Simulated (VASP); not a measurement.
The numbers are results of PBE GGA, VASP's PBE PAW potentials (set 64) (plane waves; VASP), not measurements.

VASP input:

INCAR:
```
ALGO = Normal
EDIFF = 1E-7
ENCUT = 520
GGA = PE
ISIF = 2
ISMEAR = -5
LASPH = T
LCHARG = T
LORBIT = 11
LREAL = F
LWAVE = F
NEDOS = 601
NELM = 100
PREC = Accurate
SYSTEM = BN
```

### POSCAR
```
BN
1
   -0.0000000000     1.8127176363     1.8127176363
    1.8127176363     0.0000000000     1.8127176363
    1.8127176363     1.8127176363     0.0000000000
B N
1 1
Direct
  0.0000000000   0.0000000000   0.0000000000
  0.2500000000   0.2500000000   0.2500000000
```

### KPOINTS
```
Automatic mesh
0
Gamma
14 14 14
0 0 0
```

POTCAR, in this order: B N (PBE.64 set). Program: vasp_std.

Output

**OUTCAR**
```
 ion  position               nearest neighbor table
   1  0.000  0.000  0.000-   2 1.57   2 1.57   2 1.57   2 1.57
   2  0.250  0.250  0.250-   1 1.57   1 1.57   1 1.57   1 1.57
  LATTYP: Found a face centered cubic cell.
 ALAT       =     3.6254352726
 Subroutine PRICEL returns:
 Original cell was already a primitive cell.
 Subroutine GETGRP returns: Found 24 space group operations
The static configuration has the point symmetry T_d .
The dynamic configuration has the point symmetry T_d .
 Subroutine INISYM returns: Found 24 space group operations
 Subroutine IBZKPT returns following result:
 Found    104 irreducible k-points:

 Following reciprocal coordinates:
            Coordinates               Weight
  0.000000  0.000000  0.000000      1.000000
  0.071429  0.000000  0.000000      8.000000
  0.142857  0.000000  0.000000      8.000000
  0.214286  0.000000  0.000000      8.000000
  0.285714  0.000000  0.000000      8.000000
  0.357143  0.000000  0.000000      8.000000
  0.428571  0.000000  0.000000      8.000000
  0.500000  0.000000  0.000000      4.000000
  0.071429  0.071429  0.000000      6.000000
  0.142857  0.071429  0.000000     24.000000
  0.214286  0.071429  0.000000     24.000000
  0.285714  0.071429  0.000000     24.000000
  0.357143  0.071429  0.000000     24.000000
  0.428571  0.071429  0.000000     24.000000
  0.500000  0.071429  0.000000     24.000000
 -0.428571  0.071429  0.000000     24.000000
 -0.357143  0.071429  0.000000     24.000000
 -0.285714  0.071429  0.000000     24.000000
 -0.214286  0.071429  0.000000     24.000000
 -0.142857  0.071429  0.000000     24.000000
 -0.071429  0.071429  0.000000     12.000000
  0.142857  0.142857  0.000000      6.000000
  0.214286  0.142857  0.000000     24.000000
  0.285714  0.142857  0.000000     24.000000
  0.357143  0.142857  0.000000     24.000000
  0.428571  0.142857  0.000000     24.000000
  0.500000  0.142857  0.000000     24.000000
 -0.428571  0.142857  0.000000     24.000000
 -0.357143  0.142857  0.000000     24.000000
 -0.285714  0.142857  0.000000     24.000000
 -0.214286  0.142857  0.000000     24.000000
 -0.142857  0.142857  0.000000     12.000000
  0.214286  0.214286  0.000000      6.000000
  0.285714  0.214286  0.000000     24.000000
  0.357143  0.214286  0.000000     24.000000
  0.428571  0.214286  0.000000     24.000000
  0.500000  0.214286  0.000000     24.000000
 -0.428571  0.214286  0.000000     24.000000
 -0.357143  0.214286  0.000000     24.000000
 -0.285714  0.214286  0.000000     24.000000
   k-points           NKPTS =    104   k-points in BZ     NKDIM =    104   number of bands    NBANDS=      8
   number of dos      NEDOS =    601   number of ions     NIONS =      2
   total plane-waves  NPLWV =   8000
   dimension x,y,z NGX =    20 NGY =   20 NGZ =   20
   dimension x,y,z NGXF=    40 NGYF=   40 NGZF=   40
   ions per type =               1   1
   PREC   = accura    normal or accurate (medium, high low for compatibility)
   ISTART =      0    job   : 0-new  1-cont  2-samecut
   ICHARG =      2    charge: 1-file 2-atom 10-const
   ISPIN  =      1    spin polarized calculation?
   LNONCOLLINEAR =      F non collinear calculations
   LSORBIT =      F    spin-orbit coupling
   INIWAV =      1    electr: 0-lowe 1-rand  2-diag
   ENCUT  =  520.0 eV  38.22 Ry    6.18 a.u.   4.77  4.77  4.77*2*pi/ulx,y,z
   NELM   =    100;   NELMIN=  2; NELMDL= -5     # of ELM steps
   EDIFF  = 0.1E-06   stopping-criterion for ELM
   LREAL  =      F    real-space projection
   NLSPLINE    = F    spline interpolate recip. space projectors
   LMAXMIX     =    2 max onsite mixed and CHGCAR
...
```

### OSZICAR
```
       N       E                     dE             d eps       ncg     rms          rms(c)
DAV:   1     0.878319430540E+01    0.87832E+01   -0.53906E+03  1744   0.101E+03
DAV:   2    -0.182088019251E+02   -0.26992E+02   -0.26900E+02  2312   0.173E+02
DAV:   3    -0.184026378285E+02   -0.19384E+00   -0.19384E+00  1912   0.183E+01
DAV:   4    -0.184028192586E+02   -0.18143E-03   -0.18143E-03  2376   0.488E-01
DAV:   5    -0.184028193080E+02   -0.49349E-07   -0.49349E-07  1840   0.550E-03    0.666E+00
DAV:   6    -0.175358790868E+02    0.86694E+00   -0.34442E+00  2128   0.136E+01    0.326E+00
DAV:   7    -0.174650966016E+02    0.70782E-01   -0.90783E-02  2184   0.295E+00    0.190E+00
DAV:   8    -0.174507312038E+02    0.14365E-01   -0.41170E-02  1960   0.185E+00    0.188E-01
DAV:   9    -0.174509423614E+02   -0.21116E-03   -0.56931E-04  1744   0.256E-01    0.753E-02
DAV:  10    -0.174510185425E+02   -0.76181E-04   -0.13901E-04  2392   0.119E-01    0.154E-02
DAV:  11    -0.174510233386E+02   -0.47961E-05   -0.78553E-06  1912   0.275E-02    0.684E-03
DAV:  12    -0.174510233368E+02    0.17927E-08   -0.13855E-06  2072   0.975E-03    0.466E-04
DAV:  13    -0.174510233587E+02   -0.21861E-07   -0.27228E-08   832   0.187E-03
   1 F= -.17451023E+02 E0= -.17451023E+02  d E =0.000000E+00
```

File OUTCAR:
```
------------------------ aborting loop because EDIFF is reached ----------------------------------------
  FORCE on cell =-STRESS in cart. coord.  units (eV):
  Direction    XX          YY          ZZ          XY          YZ          ZX
  --------------------------------------------------------------------------------------
  Total        0.0003168      0.0003168      0.0003168     -0.0000000      0.0000000      0.0000000
  in kB        0.0426058      0.0426058      0.0426058     -0.0000000      0.0000000      0.0000000
  external PRESSURE =       0.0426058 kB  Pullay stress =       0.0000000 kB
  volume of cell :       11.91
      direct lattice vectors                 reciprocal lattice vectors
     0.000000000  1.812717636  1.812717636    -0.275828949  0.275828949  0.275828949
     1.812717636  0.000000000  1.812717636     0.275828949 -0.275828949  0.275828949
     1.812717636  1.812717636  0.000000000     0.275828949  0.275828949 -0.275828949
  FREE ENERGIE OF THE ION-ELECTRON SYSTEM (eV)
  ---------------------------------------------------
  free  energy   TOTEN  =       -17.4510233587 eV

  energy  without entropy=      -17.4510233587  energy(sigma->0) =      -17.45102336

 total charge

# of ion       s       p       d       tot
------------------------------------------
    1        0.675   1.348   0.000   2.023
    2        1.213   2.755   0.000   3.968
--------------------------------------------------
tot          1.887   4.103   0.000   5.991
```
(Selected blocks of OUTCAR.)

The compound is BN in the zinc blende structure. It was relaxed first.
